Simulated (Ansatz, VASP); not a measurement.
# Cross-check of AlCo between VASP and Ansatz, part 2 of 2

One calculation is typed for both programs; each brings its own data sets. How far apart do they land? The cell is taken from a series of runs on this material, whose earlier steps may have relaxed, scaled, displaced or heated it; both programs get it as it stands.

VASP 6.6.1 and Ansatz 0.2.0.

So far: The starting structure; Ansatz: elastic constants, BLYP.

**3. VASP: elastic constants, BLYP**

Level of this step: BLYP, no spin polarisation; plane waves and PAW (Al, Co) (VASP).

The same cell, functional (in two slightly different forms), mesh and smearing now go to VASP, with its own data sets.

Lines of VASP's logs that name or quote its potential files are left out, and so is its time.

Input file INCAR:

```
SYSTEM = AlCo
PREC = Accurate
ENCUT = 600
EDIFF = 1E-08
NELM = 120
ISMEAR = 1
SIGMA = 0.25
LREAL = .FALSE.
ALGO = Normal
GGA = B5
ALDAX = 1
AGGAX = 1
AGGAC = 1
ALDAC = 0
NBANDS = 12
LASPH = .TRUE.
LORBIT = 11
LWAVE = .FALSE.
LCHARG = .FALSE.
ISIF = 3
IBRION = 6
NFREE = 2
POTIM = 0.015
NSW = 1
GGA_COMPAT = .FALSE.
KPAR = 2
```

Input file POSCAR:

```
AlCo
1.0
    2.8775732057      0.0000000000      0.0000000000
    0.0000000000      2.8775732057      0.0000000000
    0.0000000000      0.0000000000      2.8775732057
Al Co
1 1
Direct
    0.0000000000      0.0000000000      0.0000000000
    0.5000000000      0.5000000000      0.5000000000
```

Input file KPOINTS:

```
Automatic mesh
0
Gamma
22 22 22
0 0 0
```

PAW data sets: Al and Co (PBE family, release 64).

The run is started by

```
$ mpirun -np 2 vasp_std
```

Numbers of over 12 decimals in the logs are rounded to 6 here.

Log:

```text
[banner, memory and clock lines left out]
running    2 mpi-ranks, on    1 nodes
 distrk:  each k-point on    1 cores,    2 groups
 distr:  one band on    1 cores,    1 groups

 POSCAR found type information on POSCAR AlCo
 POSCAR found :  2 types and       2 ions
|                                                                             |
|               ----> ADVICE to this user running VASP <----                  |
|                                                                             |
|     You enforced a specific xc type in the INCAR file but a different       |
|     [... a line on the potential file left out ...]
|     I HOPE YOU KNOW WHAT YOU ARE DOING!                                     |
|                                                                             |

 LDA part: xc-table for (Slater(with rela. corr.)+VWN5), standard interpolation
 POSCAR, INCAR and KPOINTS ok, starting setup
 FFT: planning ... GRIDC
 FFT: planning ... GRID_SOFT
 FFT: planning ... GRID
 WAVECAR not read
 entering main loop
       N       E                     dE             d eps       ncg     rms          rms(c)
DAV:   1     0.417849286068E+02    0.41785E+02   -0.57945E+03  8828   0.117E+03
DAV:   2    -0.948430669285E+01   -0.51269E+02   -0.47411E+02  8900   0.189E+02
DAV:   3    -0.111806903245E+02   -0.16964E+01   -0.16803E+01 10576   0.406E+01
DAV:   4    -0.112089800148E+02   -0.28290E-01   -0.28279E-01  9980   0.467E+00
DAV:   5    -0.112099818559E+02   -0.10018E-02   -0.10018E-02 10740   0.970E-01    0.110E+01
DAV:   6    -0.135575158057E+02   -0.23475E+01   -0.49808E+01  9760   0.941E+01    0.156E+01
DAV:   7    -0.997534297492E+01    0.35822E+01   -0.24504E+01  9796   0.615E+01    0.162E+00
DAV:   8    -0.996514780961E+01    0.10195E-01   -0.14135E-01  9512   0.291E+00    0.957E-01
DAV:   9    -0.995715956443E+01    0.79882E-02   -0.25371E-02 10804   0.220E+00    0.222E-01
DAV:  10    -0.995701751170E+01    0.14205E-03   -0.85087E-04 12388   0.312E-01    0.831E-02
DAV:  11    -0.995702319696E+01   -0.56853E-05   -0.23982E-05 11020   0.513E-02    0.982E-03
DAV:  12    -0.995702271864E+01    0.47832E-06   -0.34706E-06 13068   0.222E-02    0.542E-03
DAV:  13    -0.995702286317E+01   -0.14453E-06   -0.13063E-07 10220   0.308E-03    0.995E-04
DAV:  14    -0.995702291744E+01   -0.54265E-07   -0.24687E-09  5992   0.545E-04    0.245E-04
DAV:  15    -0.995702292677E+01   -0.93391E-08   -0.39334E-09  5144   0.426E-04
   1 F= -.99570229E+01 E0= -.99574993E+01  d E =0.142912E-02
[... from here on, the cycles between the ionic steps are left out ...]
   2 F= -.99538440E+01 E0= -.99542217E+01  d E =0.113306E-02
   8 F= -.99550672E+01 E0= -.99555474E+01  d E =0.144059E-02
   9 F= -.99550672E+01 E0= -.99555474E+01  d E =0.144058E-02
  10 F= -.99550672E+01 E0= -.99555474E+01  d E =0.144059E-02
  11 F= -.99550672E+01 E0= -.99555474E+01  d E =0.144057E-02
  12 F= -.99550671E+01 E0= -.99555473E+01  d E =0.144060E-02
  13 F= -.99550671E+01 E0= -.99555473E+01  d E =0.144057E-02
  14 F= -.99563639E+01 E0= -.99568402E+01  d E =0.142890E-02
  15 F= -.99563639E+01 E0= -.99568402E+01  d E =0.142891E-02
  16 F= -.99563634E+01 E0= -.99568397E+01  d E =0.142887E-02
 Finite differences progress:
  Degree of freedom:   8/  8
  Displacement:        1/  2
  Total:              15/ 16
 bond charge predicted
       N       E                     dE             d eps       ncg     rms          rms(c)
DAV:   1    -0.995461626075E+01    0.17472E-02   -0.23363E+00 23676   0.105E+01    0.225E-01
DAV:   2    -0.995669818512E+01   -0.20819E-02   -0.23689E-02 27784   0.174E+00    0.179E-01
DAV:   3    -0.995652825814E+01    0.16993E-03   -0.26039E-03 27444   0.633E-01    0.132E-01
DAV:   4    -0.995637332567E+01    0.15493E-03   -0.39856E-04 29112   0.190E-01    0.337E-02
DAV:   5    -0.995636339762E+01    0.99280E-05   -0.74433E-05 30880   0.106E-01    0.650E-03
DAV:   6    -0.995636340642E+01   -0.88000E-08   -0.28882E-06 27244   0.156E-02    0.120E-03
DAV:   7    -0.995636344230E+01   -0.35878E-07   -0.16628E-07 32056   0.493E-03    0.779E-04
DAV:   8    -0.995636344006E+01    0.22432E-08   -0.28134E-08 14736   0.206E-03
  17 F= -.99563634E+01 E0= -.99568397E+01  d E =0.142886E-02
 Finite differences progress:
  Degree of freedom:   8/  8
  Displacement:        2/  2
  Total:              16/ 16
```

Parts of OUTCAR (step 3):

```text
ion  position               nearest neighbor table
   1  0.000  0.000  0.000-   2 2.49   2 2.49   2 2.49   2 2.49   2 2.49   2 2.49   2 2.49   2 2.49

  LATTYP: Found a simple cubic cell.
 ALAT       =     2.8775732057

 Subroutine GETGRP returns: Found 48 space group operations
 (whereof 48 operations were pure point group operations)

The static configuration has the point symmetry O_h .

 Found    364 irreducible k-points:

   k-points           NKPTS =    364   k-points in BZ     NKDIM =    364   number of bands    NBANDS=     12

   dimension x,y,z NGX =    24 NGY =   24 NGZ =   24
   dimension x,y,z NGXF=    48 NGYF=   48 NGZF=   48

   ENCUT  =  600.0 eV  44.10 Ry    6.64 a.u.   5.75  5.75  5.75*2*pi/ulx,y,z

   NELECT =      12.0000    total number of electrons

 k-points in reciprocal lattice and weights: Automatic mesh
   0.00000000  0.00000000  0.00000000       0.000
   0.04545455  0.00000000  0.00000000       0.001
   0.09090909  0.00000000  0.00000000       0.001
   0.13636364  0.00000000  0.00000000       0.001
   0.18181818  0.00000000  0.00000000       0.001
   0.22727273  0.00000000  0.00000000       0.001
   0.27272727  0.00000000  0.00000000       0.001
   0.31818182  0.00000000  0.00000000       0.001
   0.36363636  0.00000000  0.00000000       0.001
[...]
0.50000000  0.50000000  0.45454545       0.001
   0.50000000  0.50000000  0.50000000       0.000

 average (electrostatic) potential at core
       1 -69.6766       2 -77.6532

 E-fermi :  10.7066

 k-point     1 :       0.0000    0.0000    0.0000
  band No.  band energies     occupation
    ...
      2       7.8946      2.00000
      3       7.8949      2.00000
      4       9.8322      2.00001
      5       9.8325      2.00001
      6       9.8325      2.00001
      7      16.5041      0.00000
      8      16.5041      0.00000
      9      16.5043      0.00000
     10      19.4959      0.00000
     11      19.4960      0.00000
    ...

 k-point     2 :       0.0455    0.0000    0.0000
  band No.  band energies     occupation
    ...
      2       7.8919      2.00000
      3       7.9049      2.00000
      4       9.8119      2.00001
      5       9.8120      2.00001
      6       9.8344      2.00001
      7      16.0970      0.00000
      8      16.5581      0.00000
      9      16.5581      0.00000
     10      19.4919      0.00000
     11      19.8704      0.00000
    ...

 k-point     3 :       0.0909    0.0000    0.0000
  band No.  band energies     occupation
    ...
      2       7.8784      2.00000
      3       7.9351      2.00000
      4       9.7530      2.00000
      5       9.7530      2.00000
      6       9.8407      2.00001
      7      15.2320     -0.00000
      8      16.7172      0.00000
      9      16.7172      0.00000
     10      19.4799      0.00000
     11      20.6249      0.00000
    ...

  Total        0.0419667      0.0435082      0.0435082      0.0000000      0.0000000      0.0000000
  in kB        2.8218666      2.9255175      2.9255175      0.0000000      0.0000000      0.0000000
  external PRESSURE =       2.8909672 kB  Pullay stress =       0.0000000 kB

  energy-cutoff  :      600.00
  volume of cell :       23.83
      direct lattice vectors                 reciprocal lattice vectors
     2.877573206  0.000000000  0.000000000     0.347515051  0.000000000  0.000000000
     0.000000000  2.877573206  0.000000000     0.000000000  0.347515051  0.000000000
     0.000000000  0.000000000  2.877573206     0.000000000  0.000000000  0.347515051

 POSITION                                       TOTAL-FORCE (eV/Angst)
 -----------------------------------------------------------------------------------
      0.00000      0.00000      0.00000        -0.087779     -0.000000      0.000000
      1.42379      1.43879      1.43879         0.087779      0.000000     -0.000000
 -----------------------------------------------------------------------------------
    total drift:                                0.000014     -0.000000     -0.000003

  FREE ENERGIE OF THE ION-ELECTRON SYSTEM (eV)
  ---------------------------------------------------
  free  energy   TOTEN  =        -9.9563634401 eV

  energy  without entropy=       -9.9577922966  energy(sigma->0) =       -9.95683973

  SYMMETRIZED ELASTIC MODULI (kBar)
 Direction    XX          YY          ZZ          XY          YZ          ZX
 --------------------------------------------------------------------------------
 XX        2450.5910   1239.3019   1239.3019      0.0000      0.0000     -0.0000
 YY        1239.3019   2450.5910   1239.3019     -0.0000     -0.0000     -0.0000
 ZZ        1239.3019   1239.3019   2450.5910      0.0000      0.0000     -0.0000
 XY           0.0000     -0.0000      0.0000   1168.6600      0.0000      0.0000
 YZ           0.0000     -0.0000      0.0000      0.0000   1168.6600      0.0000
 ZX          -0.0000     -0.0000     -0.0000      0.0000      0.0000   1168.6600
 --------------------------------------------------------------------------------

 Eigenvectors and eigenvalues of the dynamical matrix
 ----------------------------------------------------

   1 f  =    8.791504 THz    55.238646 2PiTHz  293.252994 cm-1    36.358721 meV
             X         Y         Z           dx          dy          dz
      0.000000  0.000000  0.000000     0.828212   -0.000000    0.000000
      1.438787  1.438787  1.438787    -0.560415    0.000000    0.000000

   2 f  =    8.791504 THz    55.238646 2PiTHz  293.252994 cm-1    36.358721 meV
             X         Y         Z           dx          dy          dz
      0.000000  0.000000  0.000000     0.000000    0.828212    0.000000
      1.438787  1.438787  1.438787     0.000000   -0.560415    0.000000

   3 f  =    8.791504 THz    55.238646 2PiTHz  293.252994 cm-1    36.358721 meV
             X         Y         Z           dx          dy          dz
      0.000000  0.000000  0.000000    -0.000000   -0.000000    0.828212
      1.438787  1.438787  1.438787     0.000000    0.000000   -0.560415

   4 f/i=    0.000175 THz     0.001097 2PiTHz    0.005823 cm-1     0.000722 meV
             X         Y         Z           dx          dy          dz
      0.000000  0.000000  0.000000    -0.000000   -0.560415   -0.000000
      1.438787  1.438787  1.438787    -0.000000   -0.828212    0.000000

   5 f/i=    0.000175 THz     0.001097 2PiTHz    0.005823 cm-1     0.000722 meV
             X         Y         Z           dx          dy          dz
      0.000000  0.000000  0.000000     0.000000    0.000000   -0.560415
      1.438787  1.438787  1.438787    -0.000000    0.000000   -0.828212

   6 f/i=    0.000175 THz     0.001097 2PiTHz    0.005823 cm-1     0.000722 meV
             X         Y         Z           dx          dy          dz
      0.000000  0.000000  0.000000     0.560415   -0.000000   -0.000000
      1.438787  1.438787  1.438787     0.828212   -0.000000    0.000000

 ELASTIC MODULI CONTR FROM IONIC RELAXATION (kBar)
 Direction    XX          YY          ZZ          XY          YZ          ZX
 --------------------------------------------------------------------------------
 XX           0.0000      0.0000      0.0000      0.0000      0.0000      0.0000
 YY           0.0000      0.0000      0.0000      0.0000      0.0000      0.0000
 ZZ           0.0000      0.0000      0.0000      0.0000      0.0000      0.0000
 XY           0.0000      0.0000      0.0000      0.0000      0.0000      0.0000
 YZ           0.0000      0.0000      0.0000      0.0000      0.0000      0.0000
 ZX           0.0000      0.0000      0.0000      0.0000      0.0000      0.0000
 --------------------------------------------------------------------------------

 TOTAL ELASTIC MODULI (kBar)
 Direction    XX          YY          ZZ          XY          YZ          ZX
 --------------------------------------------------------------------------------
 XX        2450.5910   1239.3019   1239.3019      0.0000      0.0000     -0.0000
 YY        1239.3019   2450.5910   1239.3019     -0.0000     -0.0000     -0.0000
 ZZ        1239.3019   1239.3019   2450.5910      0.0000      0.0000     -0.0000
 XY           0.0000     -0.0000      0.0000   1168.6600      0.0000      0.0000
 YZ           0.0000     -0.0000      0.0000      0.0000   1168.6600      0.0000
 ZX          -0.0000     -0.0000     -0.0000      0.0000      0.0000   1168.6600
 --------------------------------------------------------------------------------

 total charge
# of ion       s       p       d       tot
------------------------------------------
    1        0.388   0.413   0.000   0.802
    2        0.424   0.478   7.537   8.438
--------------------------------------------------
tot          0.812   0.891   7.537   9.240

[... 3 further parts left out ...]
```

CONTCAR:

```
AlCo
   1.00000000000000
     2.8775732057000001    0.0000000000000000    0.0000000000000000
     0.0000000000000000    2.8775732057000001    0.0000000000000000
     0.0000000000000000    0.0000000000000000    2.8775732057000001
  Al              Co
     1     1
Direct
     0.0000000000000000    0.0000000000000000    0.0000000000000000
     0.4947872742315339    0.5000000000000000    0.5000000000000000
```

This run has no spin polarisation, so a moment on Co, if there is one, isn't seen. The last energy, forces, stress and levels in OUTCAR belong to the last displaced cell, not to the cell of POSCAR.

Levels, forces or a CONTCAR printed for this step are those of its last displaced cell, not of the structure at rest.

**4. Comparison**

Known differences besides the potentials themselves: the data sets hold 20 valence electrons in Ansatz (on its default PAW (the set named soft_2) files) and 12 in VASP; the cutoff is 420 eV in Ansatz and 600 eV in VASP; Ansatz makes its cores anew for this functional, VASP keeps those of its PBE data sets; VASP's log shows a relativistic correction to its local exchange, Ansatz's none; VASP takes each elastic constant from one size of strain, Ansatz from those that its log lists. Total energies have different zeros and are not compared.

Both answers:

```csv
quantity,Ansatz,VASP,difference
C11 (GPa),243.0,245.1,-0.86 %
C22 (GPa),243.0,245.1,-0.86 %
C33 (GPa),243.0,245.1,-0.86 %
C12 (GPa),124.0,123.9,+0.05 %
C13 (GPa),124.0,123.9,+0.05 %
C23 (GPa),124.0,123.9,+0.05 %
C44 (GPa),116.3,116.9,-0.45 %
C55 (GPa),116.3,116.9,-0.45 %
C66 (GPa),116.3,116.9,-0.45 %
```

**5. Outcome**

| Item | Value |
| --- | --- |
| difference in C11 (elastic constants, BLYP) | -0.86 % |

**Reading.** The difference in C11 is -0.86 % (elastic constants, BLYP), within the 5 % picked in this series as the mark of a large difference. The data sets hold unlike numbers of valence electrons (20 in Ansatz and 12 in VASP), so part of the differences comes from the potentials. 1 further run of this series is not shown here. Such differences can come from data sets, numerical settings and the points named under the comparisons, not from the functional's error against experiment.

[Lines on the potential files, build, host, timing and source positions are cut from VASP's logs without a mark.]

[Logs are printed without paths, hosts, clocks, repeated set-up lines and the standing remarks that a program may print on its own settings, such as how far it seeks lower states.]

[Hosts, paths, dates, database ids (printed as entryN), source tags and the programs' standing remarks are cut or masked in the printed files.]
